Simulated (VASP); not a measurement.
A run of VASP 6.6.1 is set up as follows.

Contents of INCAR:

```
SYSTEM = Au
PREC = Accurate ; ENCUT = 520
EDIFF = 1E-6 ; ISMEAR = -1
SIGMA = 0.05 ; LREAL = .FALSE.
LASPH = .TRUE. ; NELM = 60
ALGO = Normal ; ISIF = 2
LWAVE = .FALSE. ; LCHARG = .TRUE.
LDIPOL = .TRUE. ; IDIPOL = 3
DIPOL = 0.5 0.5 0.294 ; LELF = .TRUE.
LVHAR = .TRUE. ; LVACPOTAV = .TRUE.
```

File KPOINTS:

```
regular mesh
0
G
  10 10 1
  0 0 0
```

Contents of POSCAR:

```
Au
1.0
    2.6622700000      0.0000000000      0.0000000000
    0.0000000000      2.6617000000      0.0000000000
    0.0000000000      0.0000000000     23.8000000000
Au
1
Direct
    0.0000000000      0.5000000000      0.2941200000
```

Potentials or basis: VASP PAW LDA potentials, release 64 (Au).

Launch:

```bash
$ cat potpaw_LDA.64/Au/POTCAR > POTCAR
$ mpirun -np 1 vasp_std > vasp.out
```

Task: Predict the work function of the upper face.

Result: 6.19 eV.

Task: What does it give for the work function of the lower face?

Result: 6.19 eV.

Task: Estimate the band gap on the k mesh.

Result: None (metal or under the smearing width).

The run has no spin-orbit coupling, so splittings on Au are missing.
